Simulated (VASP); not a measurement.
Calculation: LDA (Ceperley-Alder, Perdew-Zunger), VASP's LDA PAW potentials (set 64) (plane waves; VASP 6.6.1).

A VASP calculation is set up with these files.

**INCAR**
```
# general
SYSTEM  = MoS2
PREC    = Accurate
ENCUT   = 520
LREAL   = F   # projection in real space or not
LASPH   = T   # aspherical one-centre terms

# electronic loop
EDIFF   = 1E-6   # SCF stop (eV)
NELM    = 100
ALGO    = Normal
LMAXMIX = 4

# smearing
ISMEAR  = 0
SIGMA   = 0.05

# ions
IBRION  = 2   # conjugate gradients
NSW     = 60   # most ionic steps
ISIF    = 3
EDIFFG  = -0.01

# output
LWAVE   = F
LCHARG  = F
```

**POSCAR**
```
MoS2
1
    1.5800000000    -2.7366400000     0.0000000000
    1.5800000000     2.7366400000     0.0000000000
    0.0000000000     0.0000000000    12.3000000000
Mo S
2 4
Direct
  0.3333330000   0.6666670000   0.2500000000
  0.6666670000   0.3333330000   0.7500000000
  0.3333330000   0.6666670000   0.8790000000
  0.6666670000   0.3333330000   0.3790000000
  0.6666670000   0.3333330000   0.1210000000
  0.3333330000   0.6666670000   0.6210000000
```

### KPOINTS
```
Automatic mesh
0
Gamma
9 9 2
0 0 0
```

POTCAR, in this order: Mo_sv S (LDA.64 set). Program: vasp_std.

The run wrote:

OSZICAR:
```
...
       N       E                     dE             d eps       ncg     rms          rms(c)
DAV:   1    -0.489598089724E+02   -0.70573E-03   -0.14738E-02  1551   0.101E+00    0.321E-01
DAV:   2    -0.489593598115E+02    0.44916E-03   -0.37376E-03  1712   0.421E-01    0.925E-02
DAV:   3    -0.489592460821E+02    0.11373E-03   -0.88346E-04  1627   0.142E-01    0.512E-02
DAV:   4    -0.489592260791E+02    0.20003E-04   -0.10818E-04  1633   0.697E-02    0.138E-02
DAV:   5    -0.489592259082E+02    0.17094E-06   -0.17846E-05  1906   0.242E-02    0.172E-02
DAV:   6    -0.489592258360E+02    0.72141E-07   -0.44332E-06  1432   0.104E-02
   4 F= -.48959226E+02 E0= -.48959226E+02  d E =-.103783E+00
       N       E                     dE             d eps       ncg     rms          rms(c)
DAV:   1    -0.489594746853E+02   -0.24878E-03   -0.68949E-03  1544   0.693E-01    0.220E-01
DAV:   2    -0.489592632073E+02    0.21148E-03   -0.17161E-03  1704   0.286E-01    0.587E-02
DAV:   3    -0.489592111095E+02    0.52098E-04   -0.39921E-04  1621   0.959E-02    0.368E-02
DAV:   4    -0.489592018135E+02    0.92960E-05   -0.48841E-05  1620   0.467E-02    0.993E-03
DAV:   5    -0.489592016146E+02    0.19890E-06   -0.91216E-06  1679   0.175E-02
   5 F= -.48959202E+02 E0= -.48959202E+02  d E =-.103759E+00
       N       E                     dE             d eps       ncg     rms          rms(c)
DAV:   1    -0.489614782852E+02   -0.22765E-02   -0.71035E-02  1531   0.202E+00    0.428E-01
DAV:   2    -0.489598224383E+02    0.16558E-02   -0.59485E-03  1537   0.558E-01    0.102E-01
DAV:   3    -0.489595736454E+02    0.24879E-03   -0.62775E-04  1781   0.138E-01    0.659E-02
DAV:   4    -0.489595402084E+02    0.33437E-04   -0.21454E-04  1751   0.101E-01    0.703E-02
DAV:   5    -0.489595321099E+02    0.80985E-05   -0.33072E-05  1820   0.292E-02    0.292E-02
DAV:   6    -0.489595321721E+02   -0.62186E-07   -0.61288E-06  1582   0.113E-02
   6 F= -.48959532E+02 E0= -.48959532E+02  d E =-.330558E-03
       N       E                     dE             d eps       ncg     rms          rms(c)
DAV:   1    -0.489595691572E+02   -0.37047E-04   -0.13866E-03  1531   0.280E-01    0.594E-02
DAV:   2    -0.489595366801E+02    0.32477E-04   -0.11456E-04  1579   0.765E-02    0.139E-02
DAV:   3    -0.489595317473E+02    0.49328E-05   -0.12350E-05  1718   0.196E-02    0.918E-03
DAV:   4    -0.489595311042E+02    0.64304E-06   -0.39302E-06  1329   0.139E-02
   7 F= -.48959531E+02 E0= -.48959531E+02  d E =-.329490E-03
       N       E                     dE             d eps       ncg     rms          rms(c)
DAV:   1    -0.489601018896E+02   -0.57014E-03   -0.26518E-02  1502   0.123E+00    0.391E-01
DAV:   2    -0.489596797954E+02    0.42209E-03   -0.37206E-03  1719   0.411E-01    0.847E-02
DAV:   3    -0.489595735380E+02    0.10626E-03   -0.10520E-03  1604   0.149E-01    0.828E-02
DAV:   4    -0.489595392059E+02    0.34332E-04   -0.16317E-04  1640   0.844E-02    0.180E-02
DAV:   5    -0.489595384366E+02    0.76931E-06   -0.38094E-05  1910   0.343E-02    0.152E-02
DAV:   6    -0.489595381779E+02    0.25869E-06   -0.34035E-06  1414   0.109E-02
   8 F= -.48959538E+02 E0= -.48959538E+02  d E =-.707368E-05
       N       E                     dE             d eps       ncg     rms          rms(c)
DAV:   1    -0.489597268240E+02   -0.18839E-03   -0.64206E-03  1502   0.607E-01    0.193E-01
DAV:   2    -0.489596244549E+02    0.10237E-03   -0.89780E-04  1705   0.202E-01    0.417E-02
DAV:   3    -0.489595988120E+02    0.25643E-04   -0.24896E-04  1597   0.728E-02    0.397E-02
DAV:   4    -0.489595907291E+02    0.80829E-05   -0.38740E-05  1619   0.413E-02    0.855E-03
DAV:   5    -0.489595905699E+02    0.15918E-06   -0.88275E-06  1689   0.166E-02
   9 F= -.48959591E+02 E0= -.48959591E+02  d E =-.594657E-04
       N       E                     dE             d eps       ncg     rms          rms(c)
DAV:   1    -0.489600039264E+02   -0.41320E-03   -0.15161E-02  1504   0.805E-01    0.140E-01
DAV:   2    -0.489597622540E+02    0.24167E-03   -0.22615E-03  1744   0.295E-01    0.103E-01
DAV:   3    -0.489596979649E+02    0.64289E-04   -0.21075E-04  1710   0.865E-02    0.329E-02
DAV:   4    -0.489596800418E+02    0.17923E-04   -0.97001E-05  1717   0.491E-02    0.146E-02
DAV:   5    -0.489596797466E+02    0.29522E-06   -0.38408E-06  1437   0.119E-02
  10 F= -.48959680E+02 E0= -.48959680E+02  d E =-.891767E-04
       N       E                     dE             d eps       ncg     rms          rms(c)
DAV:   1    -0.489626917343E+02   -0.30117E-02   -0.13613E-01  1504   0.241E+00    0.411E-01
DAV:   2    -0.489605181264E+02    0.21736E-02   -0.20258E-02  1744   0.880E-01    0.314E-01
DAV:   3    -0.489599417788E+02    0.57635E-03   -0.18625E-03  1716   0.258E-01    0.102E-01
DAV:   4    -0.489597766004E+02    0.16518E-03   -0.87854E-04  1703   0.148E-01    0.460E-02
DAV:   5    -0.489597738858E+02    0.27146E-05   -0.34970E-05  1763   0.355E-02    0.275E-02
DAV:   6    -0.489597727030E+02    0.11828E-05   -0.91845E-06  1664   0.148E-02    0.167E-02
DAV:   7    -0.489597721832E+02    0.51989E-06   -0.26991E-06  1251   0.823E-03
  11 F= -.48959772E+02 E0= -.48959772E+02  d E =-.181613E-03
       N       E                     dE             d eps       ncg     rms          rms(c)
DAV:   1    -0.489601739076E+02   -0.40120E-03   -0.10575E-02  1560   0.770E-01    0.190E-01
DAV:   2    -0.489599086533E+02    0.26525E-03   -0.26781E-03  1688   0.343E-01    0.972E-02
DAV:   3    -0.489598309019E+02    0.77751E-04   -0.34055E-04  1608   0.940E-02    0.208E-02
DAV:   4    -0.489598233375E+02    0.75645E-05   -0.55436E-05  1572   0.431E-02    0.210E-02
DAV:   5    -0.489598236843E+02   -0.34682E-06   -0.31584E-06  1377   0.121E-02
  12 F= -.48959824E+02 E0= -.48959824E+02  d E =-.515011E-04
       N       E                     dE             d eps       ncg     rms          rms(c)
DAV:   1    -0.489630335067E+02   -0.32102E-02   -0.95348E-02  1560   0.231E+00    0.575E-01
DAV:   2    -0.489606237714E+02    0.24097E-02   -0.23941E-02  1688   0.103E+00    0.287E-01
DAV:   3    -0.489599310834E+02    0.69269E-03   -0.30469E-03  1600   0.281E-01    0.622E-02
DAV:   4    -0.489598623349E+02    0.68749E-04   -0.49505E-04  1558   0.130E-01    0.629E-02
DAV:   5    -0.489598657166E+02   -0.33817E-05   -0.32096E-05  1839   0.370E-02    0.531E-02
DAV:   6    -0.489598637415E+02    0.19751E-05   -0.20360E-05  1560   0.219E-02    0.471E-03
DAV:   7    -0.489598633910E+02    0.35042E-06   -0.48211E-06  1443   0.123E-02
  13 F= -.48959863E+02 E0= -.48959863E+02  d E =-.912079E-04
       N       E                     dE             d eps       ncg     rms          rms(c)
DAV:   1    -0.489600928928E+02   -0.22915E-03   -0.66807E-03  1552   0.612E-01    0.152E-01
DAV:   2    -0.489599235603E+02    0.16933E-03   -0.16882E-03  1695   0.274E-01    0.768E-02
DAV:   3    -0.489598743685E+02    0.49192E-04   -0.21567E-04  1615   0.747E-02    0.167E-02
DAV:   4    -0.489598694183E+02    0.49502E-05   -0.35249E-05  1523   0.345E-02    0.167E-02
DAV:   5    -0.489598696282E+02   -0.20985E-06   -0.20083E-06  1188   0.969E-03
  14 F= -.48959870E+02 E0= -.48959870E+02  d E =-.974450E-04
       N       E                     dE             d eps       ncg     rms          rms(c)
DAV:   1    -0.489600259306E+02   -0.15651E-03   -0.89524E-03  1558   0.547E-01    0.939E-02
DAV:   2    -0.489599551911E+02    0.70739E-04   -0.94102E-04  1678   0.199E-01    0.666E-02
DAV:   3    -0.489599367105E+02    0.18481E-04   -0.65452E-05  1576   0.426E-02    0.301E-02
DAV:   4    -0.489599333995E+02    0.33110E-05   -0.23307E-05  1600   0.274E-02    0.227E-02
DAV:   5    -0.489599336797E+02   -0.28026E-06   -0.43654E-07   877   0.410E-03
  15 F= -.48959934E+02 E0= -.48959934E+02  d E =-.640516E-04
```

OUTCAR:
```
------------------------ aborting loop because EDIFF is reached ----------------------------------------
  FORCE on cell =-STRESS in cart. coord.  units (eV):
  Direction    XX          YY          ZZ          XY          YZ          ZX
  --------------------------------------------------------------------------------------
  Total       -0.0195075     -0.0195075      0.0429743      0.0000000      0.0000000      0.0000000
  in kB       -0.3064570     -0.3064570      0.6751129      0.0000000      0.0000000      0.0000000
  external PRESSURE =       0.0207330 kB  Pullay stress =       0.0000000 kB
  volume of cell :      101.99
      direct lattice vectors                 reciprocal lattice vectors
     1.561851581 -2.705206026  0.000000000     0.320132851 -0.184828806 -0.000000000
     1.561851581  2.705206026  0.000000000     0.320132851  0.184828806 -0.000000000
     0.000000000 -0.000000000 12.069037374    -0.000000000  0.000000000  0.082856650
 POSITION                                       TOTAL-FORCE (eV/Angst)
 -----------------------------------------------------------------------------------
      1.56185      0.90174      3.01726         0.000000      0.000000      0.000000
      1.56185     -0.90174      9.05178        -0.000000      0.000000      0.000000
      1.56185      0.90174     10.60578         0.000000      0.000000      0.007412
      1.56185     -0.90174      4.57126         0.000000      0.000000      0.007412
      1.56185     -0.90174      1.46326        -0.000000     -0.000000     -0.007412
      1.56185      0.90174      7.49777         0.000000     -0.000000     -0.007412
 -----------------------------------------------------------------------------------
    total drift:                               -0.000212      0.001557     -0.000030
  FREE ENERGIE OF THE ION-ELECTRON SYSTEM (eV)
  ---------------------------------------------------
  free  energy   TOTEN  =       -48.9599336797 eV

  energy  without entropy=      -48.9599336797  energy(sigma->0) =      -48.95993368

 reached required accuracy - stopping structural energy minimisation
```
(Selected blocks of OUTCAR.)

File CONTCAR:
```
MoS2
   1.00000000000000
     1.5618515814309799   -2.7052060264689142    0.0000000000000000
     1.5618515814309799    2.7052060264689142    0.0000000000000000
     0.0000000000000000   -0.0000000000000000   12.0690373738805565
  Mo              S
     2     4
Direct
     0.3333330000000032    0.6666669999999968    0.2500000000000000
     0.6666669999999968    0.3333330000000032    0.7500000000000000
     0.3333330000000032    0.6666669999999968    0.8787595407705985
     0.6666669999999968    0.3333330000000032    0.3787595407705985
     0.6666669999999968    0.3333330000000032    0.1212404592294016
     0.3333330000000032    0.6666669999999968    0.6212404592294015
```

Energy and stress use the plane-wave basis of the starting cell.

The compound is MoS2 in the 2H layered structure. This run relaxes it. Symmetry was kept, so distortions that lower it aren't found.
